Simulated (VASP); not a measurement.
Computed with LDA (Ceperley-Alder, Perdew-Zunger), VASP's LDA PAW potentials (set 64) (plane waves; VASP).

The input files of a VASP run:

POSCAR:
```
V
1.0
 -1.4639420786   1.4639420786   1.4639420786
  1.4639420786  -1.4639420786   1.4639420786
  1.4639420786   1.4639420786  -1.4639420786
V
1
Cartesian
  0.0000000000   0.0000000000   0.0000000000
```

### KPOINTS
```
Regular mesh
0
Gamma
 17 17 17
```

INCAR:
```
PREC  =  Accurate
ALGO  =  Normal   ! blocked Davidson
IBRION  =  2   ! conjugate gradients
NELM  =  100
LCHARG  =  .FALSE.
ISIF  =  3   ! ions, shape and volume
LMAXMIX  =  4   ! l cut-off of mixed one-centre charges
LREAL  =  .FALSE.
EDIFF  =  1E-6
LASPH  =  .TRUE.   ! aspherical one-centre terms
EDIFFG  =  -0.02   ! ionic stop
ENCUT  =  500
SYSTEM  =  V
ISMEAR  =  1
SIGMA  =  0.1
LWAVE  =  .FALSE.
NSW  =  40   ! most ionic steps
```

POTCAR, in this order: V_sv (LDA.64 set). Program: vasp_std.

The run wrote:

File OUTCAR:
```
 ion  position               nearest neighbor table
   1  0.000  0.000  0.000-
  LATTYP: Found a body centered cubic cell.
 ALAT       =     2.9278841572
 Subroutine PRICEL returns:
 Original cell was already a primitive cell.
 Subroutine GETGRP returns: Found 48 space group operations
The static configuration has the point symmetry O_h .
The dynamic configuration has the point symmetry O_h .
 Subroutine INISYM returns: Found 48 space group operations
 Subroutine IBZKPT returns following result:
 Found    165 irreducible k-points:

 Following reciprocal coordinates:
            Coordinates               Weight
  0.000000  0.000000  0.000000      1.000000
  0.058824  0.000000  0.000000     12.000000
  0.117647  0.000000  0.000000     12.000000
  0.176471  0.000000  0.000000     12.000000
  0.235294  0.000000  0.000000     12.000000
  0.294118  0.000000  0.000000     12.000000
  0.352941  0.000000  0.000000     12.000000
  0.411765  0.000000  0.000000     12.000000
  0.470588  0.000000  0.000000     12.000000
  0.058824  0.058824  0.000000     24.000000
  0.117647  0.058824  0.000000     48.000000
  0.176471  0.058824  0.000000     48.000000
  0.235294  0.058824  0.000000     48.000000
  0.294118  0.058824  0.000000     48.000000
  0.352941  0.058824  0.000000     48.000000
  0.411765  0.058824  0.000000     48.000000
  0.470588  0.058824  0.000000     24.000000
  0.117647  0.117647  0.000000     24.000000
  0.176471  0.117647  0.000000     48.000000
  0.235294  0.117647 -0.000000     48.000000
  0.294118  0.117647  0.000000     48.000000
  0.352941  0.117647  0.000000     48.000000
  0.411765  0.117647  0.000000     48.000000
  0.176471  0.176471  0.000000     24.000000
  0.235294  0.176471  0.000000     48.000000
  0.294118  0.176471  0.000000     48.000000
  0.352941  0.176471  0.000000     48.000000
  0.411765  0.176471  0.000000     24.000000
  0.235294  0.235294  0.000000     24.000000
  0.294118  0.235294  0.000000     48.000000
  0.352941  0.235294  0.000000     48.000000
  0.294118  0.294118  0.000000     24.000000
  0.352941  0.294118  0.000000     24.000000
  0.058824  0.058824  0.058824      8.000000
  0.117647  0.058824  0.058824     24.000000
  0.176471  0.058824  0.058824     24.000000
  0.235294  0.058824  0.058824     24.000000
  0.294118  0.058824  0.058824     24.000000
  0.352941  0.058824  0.058824     24.000000
  0.411765  0.058824  0.058824     24.000000
   k-points           NKPTS =    165   k-points in BZ     NKDIM =    165   number of bands    NBANDS=     10
   number of dos      NEDOS =    301   number of ions     NIONS =      1
   total plane-waves  NPLWV =   5832
   dimension x,y,z NGX =    18 NGY =   18 NGZ =   18
   dimension x,y,z NGXF=    36 NGYF=   36 NGZF=   36
   ions per type =               1
   PREC   = accura    normal or accurate (medium, high low for compatibility)
   ISTART =      0    job   : 0-new  1-cont  2-samecut
   ICHARG =      2    charge: 1-file 2-atom 10-const
   ISPIN  =      1    spin polarized calculation?
   LNONCOLLINEAR =      F non collinear calculations
   LSORBIT =      F    spin-orbit coupling
   INIWAV =      1    electr: 0-lowe 1-rand  2-diag
   ENCUT  =  500.0 eV  36.75 Ry    6.06 a.u.   4.62  4.62  4.62*2*pi/ulx,y,z
   NELM   =    100;   NELMIN=  2; NELMDL= -5     # of ELM steps
   EDIFF  = 0.1E-05   stopping-criterion for ELM
   LREAL  =      F    real-space projection
   NLSPLINE    = F    spline interpolate recip. space projectors
   LMAXMIX     =    4 max onsite mixed and CHGCAR
   VOSKOWN=      0    Vosko Wilk Nusair interpolation
...
```

### OSZICAR
```
       N       E                     dE             d eps       ncg     rms          rms(c)
DAV:   1     0.834424368929E+02    0.83442E+02   -0.71888E+03  3302   0.140E+03
DAV:   2    -0.984377173349E+01   -0.93286E+02   -0.91252E+02  3388   0.364E+02
DAV:   3    -0.112561548452E+02   -0.14124E+01   -0.13899E+01  3442   0.525E+01
DAV:   4    -0.112650527805E+02   -0.88979E-02   -0.88936E-02  3370   0.435E+00
DAV:   5    -0.112651494660E+02   -0.96685E-04   -0.96686E-04  3416   0.455E-01    0.205E+01
DAV:   6    -0.998354087931E+01    0.12816E+01   -0.49196E+00  3316   0.338E+01    0.259E+00
DAV:   7    -0.995680708692E+01    0.26734E-01   -0.26070E-02  3316   0.228E+00    0.126E+00
DAV:   8    -0.994629750613E+01    0.10510E-01   -0.82138E-03  3318   0.162E+00    0.814E-02
DAV:   9    -0.994631330839E+01   -0.15802E-04   -0.98361E-05  3338   0.172E-01    0.346E-02
DAV:  10    -0.994632560122E+01   -0.12293E-04   -0.50904E-06  3284   0.283E-02    0.196E-03
DAV:  11    -0.994632553624E+01    0.64985E-07   -0.38490E-07  1658   0.922E-03
   1 F= -.99463255E+01 E0= -.99461881E+01  d E =-.994633E+01
```

File OUTCAR:
```
------------------------ aborting loop because EDIFF is reached ----------------------------------------
  FORCE on cell =-STRESS in cart. coord.  units (eV):
  Direction    XX          YY          ZZ          XY          YZ          ZX
  --------------------------------------------------------------------------------------
  Total       -0.0020042     -0.0020042     -0.0020042     -0.0000000     -0.0000000     -0.0000000
  in kB       -0.2558763     -0.2558763     -0.2558763     -0.0000000     -0.0000000     -0.0000000
  external PRESSURE =      -0.2558763 kB  Pullay stress =       0.0000000 kB
  volume of cell :       12.55
      direct lattice vectors                 reciprocal lattice vectors
    -1.463942079  1.463942079  1.463942079     0.000000000  0.341543567  0.341543567
     1.463942079 -1.463942079  1.463942079     0.341543567  0.000000000  0.341543567
     1.463942079  1.463942079 -1.463942079     0.341543567  0.341543567  0.000000000
 POSITION                                       TOTAL-FORCE (eV/Angst)
 -----------------------------------------------------------------------------------
      0.00000      0.00000      0.00000         0.000000     -0.000000      0.000000
 -----------------------------------------------------------------------------------
    total drift:                                0.000000      0.000000      0.000000
  FREE ENERGIE OF THE ION-ELECTRON SYSTEM (eV)
  ---------------------------------------------------
  free  energy   TOTEN  =        -9.9463255362 eV

  energy  without entropy=       -9.9459133437  energy(sigma->0) =       -9.94618814

 reached required accuracy - stopping structural energy minimisation
```
(Selected blocks of OUTCAR.)

The compound is V in the bcc structure. It was relaxed first, which changed the volume by -10 %. The run is not spin-polarised, so no magnetic state was tried.
